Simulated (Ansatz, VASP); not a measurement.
## TiNiB (TiNiB in the AlB2 type): VASP beside Ansatz

One calculation is typed for both programs; each brings its own data sets. How far apart do they land? The cell is generated by rule, not measured, and may not be a known phase. The cell is taken from a series of runs on this material, whose earlier steps may have relaxed, scaled, displaced or heated it; both programs get it as it stands.

Main program and level: Ansatz 0.2.0; plane waves, with VASP 6.6.1 beside it; single point at PBEsol.

The structure was built from a prototype and need not be the compound's stable phase.

**1. Set-up**

Symmetry: P-6m2, No. 187, hexagonal system. Conventional cell: a = 3.394 Å, b = 3.394 Å, c = 3.564 Å, α = 90.00°, β = 90.00°, γ = 120.00°. Nearest to Ti lie 6 Ni at 2.65 Å and 6 B at 2.65 Å. Nearest to B lie 3 Ni at 1.96 Å and 6 Ti at 2.65 Å. Nearest to Ni lie 3 B at 1.96 Å and 6 Ti at 2.65 Å. Farther neighbours are not listed.

**2. VASP: single point, PBEsol**

A single point gives forces, pressure and levels at one fixed geometry, so differences don't come from the geometry; what else differs is listed under the comparison.

Lines of VASP's logs that name or quote its potential files are left out, and so is its time.

The input, INCAR:

```
SYSTEM = TiNiB
PREC = Accurate
ENCUT = 600
EDIFF = 1E-06
NELM = 120
ISMEAR = 0
SIGMA = 0.1
LREAL = .FALSE.
ALGO = Normal
GGA = PS
NBANDS = 18
LASPH = .TRUE.
LORBIT = 11
LWAVE = .FALSE.
LCHARG = .FALSE.
ISIF = 2
GGA_COMPAT = .FALSE.
```

The input, POSCAR:

```
TiNiB
1.0
    3.3941700000      0.0000000000      0.0000000000
   -1.6970800000      2.9394300000      0.0000000000
    0.0000000000      0.0000000000      3.5638700000
Ti B Ni
1 1 1
Direct
    0.0000000000      0.0000000000      0.0000000000
    0.3333333333      0.6666666667      0.5000000000
    0.6666666667      0.3333333333      0.5000000000
```

The input, KPOINTS:

```
Automatic mesh
0
Gamma
6 6 6
0 0 0
```

PAW data sets: Ti_sv, B and Ni (PBE family, release 64).

Launch:

```
$ mpirun -np 1 vasp_std
```

Numbers of over 12 decimals in the logs are rounded to 6 here.

What it wrote:

```text
[banner, memory and clock lines left out]
running    1 mpi-ranks, on    1 nodes
 distrk:  each k-point on    1 cores,    1 groups
 distr:  one band on    1 cores,    1 groups

 POSCAR found type information on POSCAR TiB Ni
 POSCAR found :  3 types and       3 ions
|                                                                             |
|               ----> ADVICE to this user running VASP <----                  |
|                                                                             |
|     You enforced a specific xc type in the INCAR file but a different       |
|     [... a line on the potential file left out ...]
|     I HOPE YOU KNOW WHAT YOU ARE DOING!                                     |
|                                                                             |

 LDA part: xc-table for (Slater+PW92), standard interpolation
 POSCAR, INCAR and KPOINTS ok, starting setup
 FFT: planning ... GRIDC
 FFT: planning ... GRID_SOFT
 FFT: planning ... GRID
 WAVECAR not read
 entering main loop
       N       E                     dE             d eps       ncg     rms          rms(c)
DAV:   1     0.190276993516E+03    0.19028E+03   -0.13381E+04  1008   0.188E+03
DAV:   2    -0.146141323757E+02   -0.20489E+03   -0.20125E+03  1010   0.399E+02
DAV:   3    -0.281038747305E+02   -0.13490E+02   -0.13297E+02  1376   0.112E+02
DAV:   4    -0.286203467603E+02   -0.51647E+00   -0.51485E+00  1410   0.184E+01
DAV:   5    -0.286365634927E+02   -0.16217E-01   -0.16212E-01  1362   0.286E+00    0.182E+01
DAV:   6    -0.245007906717E+02    0.41358E+01   -0.50224E+01  1414   0.110E+02    0.123E+01
DAV:   7    -0.242192429108E+02    0.28155E+00   -0.25134E+01  1138   0.783E+01    0.166E+01
DAV:   8    -0.226097773112E+02    0.16095E+01   -0.18004E+01  1498   0.446E+01    0.238E+00
DAV:   9    -0.225349195764E+02    0.74858E-01   -0.48533E-01  1490   0.808E+00    0.130E+00
DAV:  10    -0.225312179088E+02    0.37017E-02   -0.10863E-01  1108   0.284E+00    0.717E-01
DAV:  11    -0.225260515078E+02    0.51664E-02   -0.18624E-02  1362   0.152E+00    0.351E-01
DAV:  12    -0.225259976065E+02    0.53901E-04   -0.16694E-03  1326   0.581E-01    0.161E-01
DAV:  13    -0.225255026210E+02    0.49499E-03   -0.15118E-03  1478   0.336E-01    0.315E-02
DAV:  14    -0.225254998342E+02    0.27869E-05   -0.55596E-05  1284   0.771E-02    0.152E-02
DAV:  15    -0.225254974089E+02    0.24252E-05   -0.13056E-05  1348   0.332E-02    0.419E-03
DAV:  16    -0.225254971557E+02    0.25318E-06   -0.72029E-07   562   0.125E-02
   1 F= -.22525497E+02 E0= -.22515938E+02  d E =-.191179E-01
```

Parts of OUTCAR (step 2):

```text
ion  position               nearest neighbor table
   1  0.000  0.000  0.000-   3 2.65   3 2.65   3 2.65   3 2.65   3 2.65   3 2.65
   2  0.333  0.667  0.500-   3 1.96   3 1.96   3 1.96
   3  0.667  0.333  0.500-   2 1.96   2 1.96   2 1.96   1 2.65   1 2.65   1 2.65   1 2.65   1 2.65
                             1 2.65

  LATTYP: Found a hexagonal cell.
 ALAT       =     3.3941700000
 C/A-ratio  =     1.0499974957

 Subroutine GETGRP returns: Found 12 space group operations
 (whereof 12 operations were pure point group operations)

The static configuration has the point symmetry D_3h.

 Found     28 irreducible k-points:

   k-points           NKPTS =     28   k-points in BZ     NKDIM =     28   number of bands    NBANDS=     18

   dimension x,y,z NGX =    28 NGY =   28 NGZ =   28
   dimension x,y,z NGXF=    56 NGYF=   56 NGZF=   56

   ENCUT  =  600.0 eV  44.10 Ry    6.64 a.u.   6.78  6.78  7.12*2*pi/ulx,y,z

   NELECT =      25.0000    total number of electrons

 k-points in reciprocal lattice and weights: Automatic mesh
   0.00000000  0.00000000  0.00000000       0.005
   0.16666667 -0.00000000  0.00000000       0.028
   0.33333333 -0.00000000  0.00000000       0.028
   0.50000000 -0.00000000  0.00000000       0.014
   0.16666667  0.16666667  0.00000000       0.028
   0.33333333  0.16666667  0.00000000       0.056
   0.33333333  0.33333333  0.00000000       0.009
   0.00000000  0.00000000  0.16666667       0.009
   0.16666667 -0.00000000  0.16666667       0.056
[...]
0.33333333  0.16666667  0.50000000       0.056
   0.33333333  0.33333333  0.50000000       0.009

 average (electrostatic) potential at core
       1 -73.0210       2 -24.1360       3 -83.4649

 E-fermi :   8.0189

 k-point     1 :       0.0000    0.0000    0.0000
  band No.  band energies     occupation
    ...
      6       4.0899      2.00000
      7       4.0899      2.00000
      8       4.5013      2.00000
      9       5.8595      2.00000
     10       5.8595      2.00000
     11       8.1552      0.05384
     12       8.2245      0.00363
     13       8.2245      0.00363
     14       8.4233      0.00000
     15       9.7870      0.00000
    ...

 k-point     2 :       0.1667   -0.0000    0.0000
  band No.  band energies     occupation
    ...
      8       4.6740      2.00000
      9       5.6257      2.00000
     10       5.7709      2.00000
     11       7.7097      1.99999
     12       7.8023      1.99781
     13       8.4100      0.00000
     14       8.5007      0.00000
     15       9.8454      0.00000
     16      10.9596      0.00000
     17      12.0703      0.00000
    ...

 k-point     3 :       0.3333   -0.0000    0.0000
  band No.  band energies     occupation
    ...
      8       4.9430      2.00000
      9       5.0646      2.00000
     10       5.6035      2.00000
     11       6.7222      2.00000
     12       7.7508      1.99985
     13       8.4319      0.00000
     14       8.7273      0.00000
     15       9.9524      0.00000
     16      10.6871      0.00000
     17      10.7519      0.00000
    ...

  Total       -2.1276707     -2.1276599     -3.3320028     -0.0000036     -0.0000000      0.0000000
  in kB      -95.8730237    -95.8725381   -150.1403309     -0.0001631     -0.0000000      0.0000000
  external PRESSURE =    -113.9619643 kB  Pullay stress =       0.0000000 kB

  energy-cutoff  :      600.00
  volume of cell :       35.56
      direct lattice vectors                 reciprocal lattice vectors
     3.394170000  0.000000000  0.000000000     0.294622839  0.170100505  0.000000000
    -1.697080000  2.939430000  0.000000000     0.000000000  0.340202012  0.000000000
     0.000000000  0.000000000  3.563870000     0.000000000  0.000000000  0.280593849

 POSITION                                       TOTAL-FORCE (eV/Angst)
 -----------------------------------------------------------------------------------
      0.00000      0.00000      0.00000        -0.000000     -0.000000      0.000000
      0.00000      1.95962      1.78194        -0.000000      0.000000      0.000000
      1.69709      0.97981      1.78194         0.000000      0.000000      0.000000
 -----------------------------------------------------------------------------------
    total drift:                                0.000014      0.000018     -0.000000

  FREE ENERGIE OF THE ION-ELECTRON SYSTEM (eV)
  ---------------------------------------------------
  free  energy   TOTEN  =       -22.5254971557 eV

  energy  without entropy=      -22.5063792711  energy(sigma->0) =      -22.51593821

 total charge
# of ion       s       p       d       tot
------------------------------------------
    1        2.174   6.142   1.775  10.092
    2        0.706   1.065   0.000   1.771
    3        0.628   0.699   8.384   9.711
--------------------------------------------------
tot          3.508   7.906  10.159  21.574

[... 3 further parts left out ...]
```

This run has no spin polarisation, so a moment on Ni, if there is one, isn't seen. Its electron count is odd, so without a moment it is a metal by construction.

**3. Ansatz: single point, PBEsol**

Ansatz runs on its PAW soft_1 files.

The same cell, functional, mesh and smearing now go to Ansatz, which takes its cutoff from its data sets.

The input, input.yaml:

```yaml
crystal:
  lattice:
    - [3.39417, 0.0, 0.0]
    - [-1.69708, 2.93943, 0.0]
    - [0.0, 0.0, 3.56387]
  atoms:
    - { symbol: Ti, position: [0.0, 0.0, 0.0] }
    - { symbol: B, position: [0.33333333, 0.66666667, 0.5] }
    - { symbol: Ni, position: [0.66666667, 0.33333333, 0.5] }
kpoints:
  mp_grid: { grid: [6, 6, 6] }
hamiltonian:
  xc: pbesol
  pseudopotentials: { kind: paw, azcp: { folder: soft_1 }, xc_functional: pbe }
scf:
  occupations: { method: gaussian, width: 0.1 }
output:
  forces: true
  stress: true
  eigenvalues: true
```

Launch:

```
$ ansatz run input.yaml --threads 4 --pin off --max-ram 12288MiB --backend cpu --events-out ev --progress --plain --runs-dir out
```

What it wrote:

```text
Engine: ansatz 0.2.0, aarch64-unknown-linux-gnu
Pseudopotentials: kind: paw
Pseudopotential: Ti, paw, valence charge 12, recommended cutoff 420 eV (normal), soft_1/Ti.paw.azcp
Pseudopotential: B, paw, valence charge 3, recommended cutoff 420 eV (normal), soft_1/B.paw.azcp
Pseudopotential: Ni, paw, valence charge 18, recommended cutoff 420 eV (normal), soft_1/Ni.paw.azcp
Functional definition: PBEsol
  exchange = pbesol_x
  correlation = pbesol_c
Crystal: 3 atoms, lattice volume = 35.556 Å³
Basis set: ecut = 420 eV, 719 PW (Γ), exchange–correlation on 48×48×48 points (8 copies of the dense FFT grid, shifted against one another)
Bands: 21, of which v1, the nominal top of the filled ones, is band 17 counted from 1 (16 counted from 0)
Symmetry: 12 space group operations
Space group: P-6m2 (ITA 187), of the structure as read, at distance tolerance 3.3e-5 Å
k-points: 28 of 216 (time reversal used)
Non-local potential: Ti, projectors of the file, l = 0: 3, l = 1: 2, l = 2: 3, l = 3: 1
Non-local potential: B, projectors of the file, l = 0: 2, l = 1: 2, l = 2: 1
Non-local potential: Ni, projectors of the file, l = 0: 3, l = 1: 2, l = 2: 3, l = 3: 1
PAW form: soft (Blöchl's): semilocal exchange-correlation on the pseudo side does not see the compensation charge
PAW frozen core: Ti, regenerated for the run's functional, and the local potential with it (the file was generated under x = pbe(κ = 0.804, μ = 0.219515), c = pbe(β = 0.066725))
PAW frozen core: B, regenerated for the run's functional, and the local potential with it (the file was generated under x = pbe(κ = 0.804, μ = 0.219515), c = pbe(β = 0.066725))
PAW frozen core: Ni, regenerated for the run's functional, and the local potential with it (the file was generated under x = pbe(κ = 0.804, μ = 0.219515), c = pbe(β = 0.066725))
PAW one-centre angular grid: Ti, 590 points (default); XC on 64 Gauss nodes
PAW one-centre angular grid: B, 110 points (default); XC on 64 Gauss nodes
PAW one-centre angular grid: Ni, 590 points (default); XC on 64 Gauss nodes
Initial density: superposition of atomic densities (chi_scale 0.1, normalization cell, long waves kept (reshape's long-wave potential 0.00 eV rms))
Initial wavefunctions: pseudopotential atomic-orbital guess
Functional: x = pbesol(κ = 0.804, μ = 0.123457), c = pbesol(β = 0.046)
SCF iter   1: F=—  HF=-8433.561393 eV  |F-HF|=—  |Δ(HF+E_count)|=         —  Δρ=1.00e-1  dr2=4.76e0  ethr=3.10e-3  ⟨swp⟩=3.9  Hψ=2208  notcnv=0
preconditioner: auto → none  [metal: Δε(μ)=0.008 eV  Ē_g=5.755 eV  σ=0.100 eV  W_gap=0.05  n_scr=8 (ndim 8)  ℏωp=25.7 eV  f_vac=0.000  D(μ)=3.67/eV (n_scr^D=58)  sad-step TF]
SCF iter   2: F=—  HF=-8433.059632 eV  |F-HF|=—  |Δ(HF+E_count)|=   5.02e-1  Δρ=7.12e-2  dr2=3.20e0  ethr=3.10e-3  ⟨swp⟩=2.2  Hψ=1111  notcnv=0  defer=9
SCF iter   3: F=—  HF=-8432.593924 eV  |F-HF|=—  |Δ(HF+E_count)|=   4.66e-1  Δρ=1.67e-2  dr2=8.43e-2  ethr=3.10e-3  ⟨swp⟩=2.4  Hψ=962  notcnv=0  defer=9
SCF iter   4: F=—  HF=-8432.581323 eV  |F-HF|=—  |Δ(HF+E_count)|=   1.26e-2  Δρ=6.59e-3  dr2=1.31e-2  ethr=2.55e-4  ⟨swp⟩=2.2  Hψ=933  notcnv=0  defer=4
SCF iter   5: F=—  HF=-8432.580669 eV  |F-HF|=—  |Δ(HF+E_count)|=   6.53e-4  Δρ=8.88e-4  dr2=1.45e-4  ethr=3.98e-5  ⟨swp⟩=2.4  Hψ=791  notcnv=0  defer=4
SCF iter   6: F=—  HF=-8432.580723 eV  |F-HF|=—  |Δ(HF+E_count)|=   5.35e-5  Δρ=2.26e-4  dr2=1.24e-5  ethr=4.40e-7  ⟨swp⟩=2.0  Hψ=971  notcnv=0  defer=4
SCF iter   7: F=—  HF=-8432.580734 eV  |F-HF|=—  |Δ(HF+E_count)|=   1.08e-5  Δρ=7.10e-5  dr2=9.84e-7  ethr=3.76e-8  ⟨swp⟩=2.2  Hψ=842  notcnv=0  defer=4
SCF iter   8: F=-8432.580734 eV  HF=-8432.580734 eV  |F-HF|=3.45e-8  |Δ(HF+E_count)|=   1.29e-7  Δρ=1.32e-5  dr2=3.85e-8  ethr=3.03e-10  ⟨swp⟩=5.6  Hψ=2556  notcnv=0
SCF 1 converged in 8 iterations: F = -8432.580734 eV  dr2 = 3.85e-8
  greatest PAW one-centre occupation: 1.000 electrons in one spin orbital (limit 2), on the Ni atom at site 2 (counted from 0), in its partial waves of l = 1
SCF converged after 8 iterations
Free energy (F): -8432.580734 eV
Harris-Foulkes:  -8432.580734 eV  (|F-HF|=3.45e-8)
Internal energy: -8432.562005 eV  (E = F + TS)
E sigma→0 (E₀):  -8432.571369 eV
Entropy (-TS):   -0.018729 eV (-6.243 meV/atom)
Fermi energy:    13.673487 eV
--- Per-component energies (eV) ---
  E_band       = -504.922783
  E_kinetic    = 665.122577
  E_local      = -4435.780553  (includes V_loc(G=0)·N_el)
  E_nonlocal   = -48.151739
  E_hartree    = 2204.661082
  E_xc         = -259.851725
  E_vxc        = -328.678685  (∫ρ·V_xc dr)
  E_paw        = -2710.584962  (= ΣΔE_a)
  E_vpaw       = -766.774799  (= ΣTr[D̂ρ^β])
  E_aug_tail   = 0.000798  (compensation charges beyond the density's cutoff)
  E_ewald      = -3848.328868
  E_core_change = 0.351385  (= ΣΔE_core)
  E_smearing   = -0.018729  (= −TS)
  E_closure    = 0.000000  (closes the sum)
  Σ components = -8432.580734   (vs F -8432.580734, Δ=0.00e0)
--- Forces (eV/Å), atoms counted from 1 ---
  atom   1  Ti     0.00000000     0.00000000     0.00000000
  atom   2  B      0.00000000    -0.00000000     0.00000000
  atom   3  Ni    -0.00000000    -0.00000000     0.00000000
  max |Σ_I F_I| component: 7.98e-17 eV/Å
--- Stress (GPa, compression-positive) ---
       -9.777063       0.000000       0.000000
        0.000000      -9.777063       0.000000
        0.000000       0.000000     -14.864369
  P = ⅓ Tr σ = -11.4728 GPa (-114.728 kbar)
--- Band table (eV; the first three rows and the last of 28) ---
  k-point 0: bands = [... 13 lower, 11.5216, 13.7882, 13.8794, 13.8794, 14.0850, 15.4493, 15.4493, 19.3609]
  k-point 1: bands = [... 13 lower, 11.4540, 12.8784, 14.0313, 14.0313, 14.6048, 15.4432, 15.4432, 19.1743]
  k-point 2: bands = [... 13 lower, 11.2701, 12.2106, 14.5004, 14.5004, 15.0616, 15.3675, 15.3675, 18.6754]
  k-point 27: bands = [... 13 lower, 11.7475, 11.9074, 12.0237, 13.0147, 13.1989, 15.6919, 17.2314, 17.6381]
```

The run ends at a pressure of -11.47 GPa.

**4. Comparison**

Known differences besides the potentials themselves: the data sets hold 33 valence electrons in Ansatz (on its PAW soft_1 files) and 25 in VASP; the cutoff is 420 eV in Ansatz and 600 eV in VASP; Ansatz makes its cores anew for this functional, VASP keeps those of its PBE data sets. Total energies have different zeros and are not compared.

Both answers:

```tsv
quantity	Ansatz	VASP	difference
pressure (GPa)	-11.47	-11.40	-0.08
```

**5. Summary of results**

- difference in pressure (single point, PBEsol): -0.077 GPa

What this shows: The difference in pressure is -0.077 GPa (single point, PBEsol), within the 1 GPa picked in this series as the mark of a large difference. The data sets hold unlike numbers of valence electrons (33 in Ansatz and 25 in VASP), so part of the differences comes from the potentials. How closely two codes agree says nothing of how well the functional describes the real material.

[Lines on the potential files, build, host, timing and source positions are cut from VASP's logs without a mark.]

[Logs are printed without paths, hosts, clocks, repeated set-up lines and the standing remarks that a program may print on its own settings, such as how far it seeks lower states.]

[Hosts, paths, dates, database ids (printed as entryN), source tags and the programs' standing remarks are cut or masked in the printed files.]
